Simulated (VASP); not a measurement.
MnO$_{2}$ (rutile) is relaxed at rising pressure, each step from the one before. Symmetry mostly holds the structure type, and other phases were not tried. The mesh follows the cell, and a change of mesh leaves a small step in the series.

Data:

```cif
data_Mn2O4
_chemical_formula_sum 'Mn2 O4'
_space_group_name_H-M_alt 'P 1'
_space_group_IT_number 1
_cell_length_a 4.42785
_cell_length_b 4.42785
_cell_length_c 2.87307
_cell_angle_alpha 90.000
_cell_angle_beta 90.000
_cell_angle_gamma 90.000
loop_
_space_group_symop_operation_xyz
  'x, y, z'
loop_
_atom_site_label
_atom_site_type_symbol
_atom_site_fract_x
_atom_site_fract_y
_atom_site_fract_z
_atom_site_occupancy
Mn1 Mn 0.00000 0.00000 0.00000 1
Mn2 Mn 0.50000 0.50000 0.50000 1
O1 O 0.30429 0.30429 0.00000 1
O2 O 0.80429 0.19571 0.50000 1
O3 O 0.19571 0.80429 0.50000 1
O4 O 0.69571 0.69571 0.00000 1
```
Starting moments (μB, in the order of the record's atoms Mn Mn O O O O): 2.5 -2.5 0.0 0.0 0.0 0.0.

All values below come from PBE GGA, VASP's PBE PAW potentials (set 64) (plane waves; VASP). Numerical set-up: 620 eV cut-off, 7×7×11 Γ-centred mesh, first-order Methfessel-Paxton smearing of 0.10 eV, potentials Mn_pv O.

```tsv
P (GPa)	V (Å³/atom)	H − H(0) (eV/atom)	space group	gap on the mesh (eV)	k-mesh
0	9.39	0.000	P4_2/mnm	0.00	7×7×11
5	___	___	P4_2/mnm	0.00	7×7×11
10	9.01	0.575	P4_2/mnm	0.00	7×7×11
20	___	___	P4_2/mnm	0.00	7×7×11
30	8.46	1.666	P4_2/mnm	0.00	7×7×11
45	8.13	2.444	P4_2/mnm	0.00	7×7×11
```

**Question.** Complete the blanks.

**Answer.** 
- 5, V (Å³/atom): 9.19
- 5, H − H(0) (eV/atom): 0.291
- 20, V (Å³/atom): 8.71
- 20, H − H(0) (eV/atom): 1.130

Pressures at which the relaxation failed are left out.

The compound is MnO2 in the rutile structure. The spin order is the one that the start imposed; others were not tried in this run.
